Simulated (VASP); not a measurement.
Computed with PBEsol GGA, VASP's PBE PAW potentials (set 64) (plane waves; VASP 6.6.1).

The input files of a VASP run:

### INCAR
```
! general
SYSTEM=K3LiCl4
PREC  =Accurate
ENCUT =520
LREAL =F
LASPH =T

! electronic loop
EDIFF =1E-6
NELM  =100
ALGO  =Normal

! smearing
ISMEAR=0
SIGMA =0.05

! functional
GGA   =PS

! ions
IBRION=2
NSW   =60
ISIF  =3
EDIFFG=-0.02

! output
LWAVE =F
LCHARG=F
```

KPOINTS:
```
Automatic mesh
0
G
 3 3 6
```

POSCAR:
```
K3LiCl4
1
   -0.0107089070     6.0088714950     5.9965730254
    6.0088714950    -0.0107089070     5.9965730254
    2.9990812940     2.9990812940    -0.0000000000
Li Cl K
1 4 3
Direct
  1.0000000000   0.0000000000   0.0000000000
  0.2332692482   0.2332692482   0.5334615035
  0.2182331515   0.7817668485   0.5000000000
  0.7817668485   0.2182331515   0.5000000000
  0.7667307518   0.7667307518   0.4665384965
  1.0000000000   0.5000000000   0.0000000000
  0.5000000000   0.0000000000   0.0000000000
  0.5000000000   0.5000000000   0.0000000000
```

POTCAR, in this order: Li_sv Cl K_sv (PBE.64 set). Program: vasp_std.

The resulting files:

File OSZICAR:
```
...
DAV:   1    -0.281939185918E+02   -0.16478E-02   -0.31545E+00  1088   0.803E+00    0.976E-01
DAV:   2    -0.281964799958E+02   -0.25614E-02   -0.15282E-01  1166   0.197E+00    0.436E-01
DAV:   3    -0.281937033072E+02    0.27767E-02   -0.53322E-03  1468   0.433E-01    0.270E-01
DAV:   4    -0.281925699938E+02    0.11333E-02   -0.40567E-03  1618   0.337E-01    0.129E-01
DAV:   5    -0.281925933764E+02   -0.23383E-04   -0.33684E-04  1462   0.898E-02    0.581E-02
DAV:   6    -0.281925884245E+02    0.49519E-05   -0.80041E-05  1772   0.381E-02    0.175E-02
DAV:   7    -0.281925867429E+02    0.16815E-05   -0.68595E-06  1366   0.146E-02    0.643E-03
DAV:   8    -0.281925857810E+02    0.96199E-06   -0.37717E-06  1050   0.103E-02
   6 F= -.28192586E+02 E0= -.28192586E+02  d E =-.172629E-02
       N       E                     dE             d eps       ncg     rms          rms(c)
DAV:   1    -0.281929164375E+02   -0.32969E-03   -0.39642E-01  1092   0.284E+00    0.354E-01
DAV:   2    -0.281931799446E+02   -0.26351E-03   -0.19279E-02  1166   0.694E-01    0.156E-01
DAV:   3    -0.281928381417E+02    0.34180E-03   -0.64476E-04  1470   0.151E-01    0.966E-02
DAV:   4    -0.281927015810E+02    0.13656E-03   -0.53779E-04  1620   0.123E-01    0.453E-02
DAV:   5    -0.281927096723E+02   -0.80913E-05   -0.46615E-05  1452   0.336E-02    0.215E-02
DAV:   6    -0.281927138753E+02   -0.42030E-05   -0.83930E-06  1582   0.128E-02    0.625E-03
DAV:   7    -0.281927155882E+02   -0.17128E-05   -0.64506E-07   698   0.511E-03    0.281E-03
DAV:   8    -0.281927158205E+02   -0.23231E-06   -0.41492E-07   598   0.425E-03
   7 F= -.28192716E+02 E0= -.28192716E+02  d E =-.185633E-02
       N       E                     dE             d eps       ncg     rms          rms(c)
DAV:   1    -0.281926196380E+02    0.95950E-04   -0.22011E-01  1092   0.184E+00    0.222E-01
DAV:   2    -0.281932657147E+02   -0.64608E-03   -0.10208E-02  1150   0.467E-01    0.955E-02
DAV:   3    -0.281931863136E+02    0.79401E-04   -0.26232E-04  1514   0.880E-02    0.618E-02
DAV:   4    -0.281931395121E+02    0.46802E-04   -0.21799E-04  1460   0.741E-02    0.296E-02
DAV:   5    -0.281931434139E+02   -0.39018E-05   -0.24945E-05  1366   0.232E-02    0.145E-02
DAV:   6    -0.281931450216E+02   -0.16077E-05   -0.26780E-06  1130   0.698E-03    0.847E-03
DAV:   7    -0.281931467494E+02   -0.17278E-05   -0.98799E-07   674   0.593E-03    0.371E-03
DAV:   8    -0.281931469068E+02   -0.15741E-06   -0.38785E-07   580   0.400E-03
   8 F= -.28193147E+02 E0= -.28193147E+02  d E =-.431086E-03
       N       E                     dE             d eps       ncg     rms          rms(c)
DAV:   1    -0.281894190045E+02    0.37277E-02   -0.19814E+00  1088   0.551E+00    0.676E-01
DAV:   2    -0.281951983009E+02   -0.57793E-02   -0.92197E-02  1148   0.140E+00    0.289E-01
DAV:   3    -0.281944952782E+02    0.70302E-03   -0.23527E-03  1524   0.264E-01    0.187E-01
DAV:   4    -0.281940687246E+02    0.42655E-03   -0.20129E-03  1468   0.226E-01    0.894E-02
DAV:   5    -0.281940971139E+02   -0.28389E-04   -0.23475E-04  1366   0.711E-02    0.443E-02
DAV:   6    -0.281941030856E+02   -0.59717E-05   -0.26483E-05  1760   0.203E-02    0.267E-02
DAV:   7    -0.281941101599E+02   -0.70743E-05   -0.77670E-06  1318   0.154E-02    0.126E-02
DAV:   8    -0.281941106734E+02   -0.51354E-06   -0.32049E-06  1038   0.965E-03
   9 F= -.28194111E+02 E0= -.28194111E+02  d E =-.139485E-02
       N       E                     dE             d eps       ncg     rms          rms(c)
DAV:   1    -0.281757470801E+02    0.18363E-01   -0.79360E+00  1088   0.110E+01    0.140E+00
DAV:   2    -0.281987414593E+02   -0.22994E-01   -0.37295E-01  1148   0.281E+00    0.592E-01
DAV:   3    -0.281959614538E+02    0.27800E-02   -0.94496E-03  1516   0.530E-01    0.384E-01
DAV:   4    -0.281942429274E+02    0.17185E-02   -0.84024E-03  1460   0.464E-01    0.181E-01
DAV:   5    -0.281943549644E+02   -0.11204E-03   -0.10182E-03  1376   0.148E-01    0.916E-02
DAV:   6    -0.281943676743E+02   -0.12710E-04   -0.97153E-05  1856   0.391E-02    0.575E-02
DAV:   7    -0.281943881971E+02   -0.20523E-04   -0.37355E-05  1390   0.324E-02    0.274E-02
DAV:   8    -0.281943892886E+02   -0.10915E-05   -0.14227E-05  1520   0.189E-02    0.174E-02
DAV:   9    -0.281943895517E+02   -0.26307E-06   -0.26241E-06   962   0.707E-03
  10 F= -.28194390E+02 E0= -.28194390E+02  d E =-.167373E-02
       N       E                     dE             d eps       ncg     rms          rms(c)
DAV:   1    -0.281915099939E+02    0.28793E-02   -0.12380E+00  1088   0.437E+00    0.533E-01
DAV:   2    -0.281952808213E+02   -0.37708E-02   -0.57774E-02  1154   0.111E+00    0.224E-01
DAV:   3    -0.281948223430E+02    0.45848E-03   -0.15470E-03  1508   0.213E-01    0.144E-01
DAV:   4    -0.281945448074E+02    0.27754E-03   -0.11994E-03  1494   0.174E-01    0.695E-02
DAV:   5    -0.281945558986E+02   -0.11091E-04   -0.13331E-04  1382   0.535E-02    0.341E-02
DAV:   6    -0.281945535397E+02    0.23588E-05   -0.19991E-05  1784   0.176E-02    0.195E-02
DAV:   7    -0.281945511909E+02    0.23488E-05   -0.45762E-06  1126   0.123E-02    0.851E-03
DAV:   8    -0.281945504759E+02    0.71505E-06   -0.20768E-06   890   0.860E-03
  11 F= -.28194550E+02 E0= -.28194550E+02  d E =-.183466E-02
       N       E                     dE             d eps       ncg     rms          rms(c)
DAV:   1    -0.281943268439E+02    0.22435E-03   -0.34419E-01  1088   0.241E+00    0.279E-01
DAV:   2    -0.281953531162E+02   -0.10263E-02   -0.15946E-02  1166   0.576E-01    0.125E-01
DAV:   3    -0.281952047556E+02    0.14836E-03   -0.41356E-04  1512   0.108E-01    0.816E-02
DAV:   4    -0.281951077501E+02    0.97006E-04   -0.38544E-04  1246   0.101E-01    0.334E-02
DAV:   5    -0.281951108490E+02   -0.30990E-05   -0.55798E-05  1420   0.344E-02    0.157E-02
DAV:   6    -0.281951091255E+02    0.17235E-05   -0.55694E-06  1254   0.113E-02    0.664E-03
DAV:   7    -0.281951082084E+02    0.91717E-06   -0.13599E-06   730   0.651E-03
  12 F= -.28195108E+02 E0= -.28195108E+02  d E =-.557732E-03
       N       E                     dE             d eps       ncg     rms          rms(c)
DAV:   1    -0.281893125042E+02    0.57966E-02   -0.30904E+00  1088   0.722E+00    0.830E-01
DAV:   2    -0.281986234070E+02   -0.93109E-02   -0.14300E-01  1186   0.173E+00    0.377E-01
DAV:   3    -0.281972368661E+02    0.13865E-02   -0.36854E-03  1518   0.320E-01    0.249E-01
DAV:   4    -0.281963793104E+02    0.85756E-03   -0.33190E-03  1270   0.295E-01    0.990E-02
DAV:   5    -0.281964129014E+02   -0.33591E-04   -0.47371E-04  1460   0.998E-02    0.425E-02
DAV:   6    -0.281964084367E+02    0.44647E-05   -0.40436E-05  1524   0.305E-02    0.188E-02
DAV:   7    -0.281964071475E+02    0.12892E-05   -0.89941E-06  1444   0.158E-02    0.553E-03
DAV:   8    -0.281964064702E+02    0.67726E-06   -0.22562E-06  1040   0.765E-03
  13 F= -.28196406E+02 E0= -.28196406E+02  d E =-.185599E-02
       N       E                     dE             d eps       ncg     rms          rms(c)
DAV:   1    -0.281678785819E+02    0.28529E-01   -0.12332E+01  1088   0.144E+01    0.169E+00
DAV:   2    -0.282061437668E+02   -0.38265E-01   -0.57360E-01  1178   0.346E+00    0.768E-01
DAV:   3    -0.282005467457E+02    0.55970E-02   -0.15375E-02  1508   0.646E-01    0.509E-01
DAV:   4    -0.281970662329E+02    0.34805E-02   -0.12765E-02  1268   0.573E-01    0.203E-01
DAV:   5    -0.281972021011E+02   -0.13587E-03   -0.17970E-03  1470   0.191E-01    0.831E-02
DAV:   6    -0.281971932848E+02    0.88162E-05   -0.13679E-04  1560   0.567E-02    0.382E-02
DAV:   7    -0.281971931624E+02    0.12246E-06   -0.33960E-05  1454   0.314E-02    0.108E-02
DAV:   8    -0.281971918907E+02    0.12716E-05   -0.92037E-06  1254   0.154E-02    0.396E-03
DAV:   9    -0.281971916340E+02    0.25677E-06   -0.14156E-06   872   0.606E-03
  14 F= -.28197192E+02 E0= -.28197192E+02  d E =-.264116E-02
```

OUTCAR:
```
------------------------ aborting loop because EDIFF is reached ----------------------------------------
  FORCE on cell =-STRESS in cart. coord.  units (eV):
  Direction    XX          YY          ZZ          XY          YZ          ZX
  --------------------------------------------------------------------------------------
  Total       -0.0886736     -0.0886736     -0.0270706      0.0602588     -0.0000000     -0.0000000
  in kB       -0.6543995     -0.6543995     -0.1997777      0.4447022     -0.0000000     -0.0000000
  external PRESSURE =      -0.5028589 kB  Pullay stress =       0.0000000 kB
  volume of cell :      217.10
      direct lattice vectors                 reciprocal lattice vectors
     0.009533670  6.034913046  5.961026128    -0.082982327  0.082982327  0.083878176
     6.034913046  0.009533670  5.961026128     0.082982327 -0.082982327  0.083878176
     3.022223358  3.022223358  0.000000000     0.165441114  0.165441114 -0.167756352
 POSITION                                       TOTAL-FORCE (eV/Angst)
 -----------------------------------------------------------------------------------
      9.05714      3.03176      5.96103        -0.000000      0.000000     -0.000000
      3.02222      3.02222      2.63378        -0.000000     -0.000000     -0.002335
      6.15168      2.91499      5.96103         0.010801     -0.010801     -0.000000
      2.91499      6.15168      5.96103        -0.010801      0.010801     -0.000000
      6.04445      6.04445      9.28827         0.000000      0.000000      0.002335
      6.03968      3.02699      2.98051         0.000000      0.000000     -0.000000
      9.06190      6.04921      8.94154        -0.000000     -0.000000     -0.000000
      6.04445      6.04445      5.96103         0.000000      0.000000     -0.000000
 -----------------------------------------------------------------------------------
    total drift:                                0.000000      0.000000      0.000000
  FREE ENERGIE OF THE ION-ELECTRON SYSTEM (eV)
  ---------------------------------------------------
  free  energy   TOTEN  =       -28.1971916340 eV

  energy  without entropy=      -28.1971916340  energy(sigma->0) =      -28.19719163

 reached required accuracy - stopping structural energy minimisation
```
(Selected blocks of OUTCAR.)

File CONTCAR:
```
K3LiCl4
   1.00000000000000
     0.0095336704300882    6.0349130459040721    5.9610261277575409
     6.0349130459040721    0.0095336704300882    5.9610261277575409
     3.0222233581670799    3.0222233581670799    0.0000000000000000
  Li              Cl              K
     1     4     3
Direct
     0.0000000000000000    1.0000000000000000    1.0000000000000000
     0.2209169271104564    0.2209169271104564    0.5581661456790926
     0.2314114538702793    0.7685885461297205    0.5000000000000000
     0.7685885461297205    0.2314114538702793    0.5000000000000000
     0.7790830728895435    0.7790830728895435    0.4418338543209075
     0.0000000000000000    0.5000000000000000    1.0000000000000000
     0.5000000000000000    1.0000000000000000    1.0000000000000000
     0.5000000000000000    0.5000000000000000    1.0000000000000000
```

**OUTCAR**
```
 val. band max:       -1.3878010247   @ k =   0.0000   0.0000   0.0000

 cond. band min:       3.5716184207   @ k =   0.0000   0.0000   0.0000


 Fermi energy:        -1.0161331869

 k-point     1 :       0.0000    0.0000    0.0000
  band No.  band energies     occupation
      1     -44.7120      2.00000
      2     -28.8962      2.00000
      3     -28.2043      2.00000
      4     -28.1967      2.00000
      5     -13.8697      2.00000
      6     -13.8244      2.00000
      7     -13.7485      2.00000
      8     -13.5123      2.00000
      9     -12.4812      2.00000
     10     -12.4393      2.00000
     11     -12.3159      2.00000
     12     -11.8722      2.00000
     13     -11.8007      2.00000
     14     -11.7911      2.00000
     15     -11.7599      2.00000
     16     -11.5761      2.00000
     17     -11.5331      2.00000
     18      -2.9609      2.00000
     19      -2.7508      2.00000
     20      -2.5224      2.00000
     21      -1.8840      2.00000
     22      -1.8594      2.00000
     23      -1.8192      2.00000
     24      -1.7902      2.00000
     25      -1.7411      2.00000
     26      -1.7194      2.00000
     27      -1.4163      2.00000
     28      -1.4065      2.00000
     29      -1.3878      2.00000
     30       3.5716      0.00000
     31       5.0044      0.00000
     32       5.5107      0.00000
     33       5.9253      0.00000
     34       6.5096      0.00000

 k-point     2 :       0.3333    0.0000    0.0000
  band No.  band energies     occupation
      1     -44.7120      2.00000
      2     -28.8962      2.00000
      3     -28.2024      2.00000
      4     -28.1986      2.00000
      5     -13.8844      2.00000
      6     -13.7917      2.00000
      7     -13.6998      2.00000
      8     -13.5989      2.00000
      9     -12.4726      2.00000
     10     -12.4388      2.00000
     11     -12.3085      2.00000
     12     -11.8128      2.00000
     13     -11.7836      2.00000
     14     -11.7681      2.00000
...
```

The structure was generated: K3LiCl4 was put into an ordered model structure (Cmmm), which need not be its known phase. This run relaxes it. Symmetry was kept, so distortions that lower it aren't found. The start is the result of an earlier pass.
